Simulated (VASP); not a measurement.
## TaWC2: equation of state with PBEsol

TaWC2:

```
W Ta C
1.0
     1.57186    0.90751    5.10162
    -1.57186    0.90751    5.10162
     0.00000   -1.81502    5.10162
W Ta C
1 1 2
Direct
  0.00000 0.00000 0.00000
  0.50000 0.50000 0.50000
  0.25093 0.25093 0.25093
  0.74907 0.74907 0.74907
```

The cell comes from a database or a generator and needn't be the stable form of this composition.

| Property | Result |
| --- | --- |
| Program | VASP 6.6.1 |
| Task | equation of state |
| Functional | PBEsol |
| Potentials or basis | VASP PAW PBE potentials, release 64 (W_sv, Ta_pv, C) |
| Cutoff | 520 eV |
| k mesh | 10 × 10 × 10 |
| Occupations | fermi-dirac, width 0.05 eV |
| Spin | no spin polarisation |
| Ladder | free |
| Further INCAR settings | ALGO = Normal; EDIFF = 1e-07; NBANDS = 24 |

```yaml
Equilibrium_volume: 10.61 Å³/atom
Bulk_modulus_at_fixed_shape_and_positions: 367 GPa
Pressure_derivative_of_the_bulk_modulus: 4.3
```

Energy against volume, from the lowest point:
```
volume (Å³/atom)  energy (meV/atom)
          10.261              12.88
          10.479               0.95
          10.698               0.00
          10.916               8.91
          11.134              26.66
          11.353              52.34
          11.571              85.12
```

All runs of the series together: 20 min on 1 thread of Intel(R) Xeon(R) 6975P-C (Granite Rapids), on a shared host.

Caveat: the cell was scaled at fixed shape and fractional positions, which overstates the stiffness of a crystal with free parameters, most of all of layers and chains; the PAW data sets were made with another functional, which shifts forces and pressure a little. Spin-orbit coupling is left out, which matters for the levels of Ta, W.
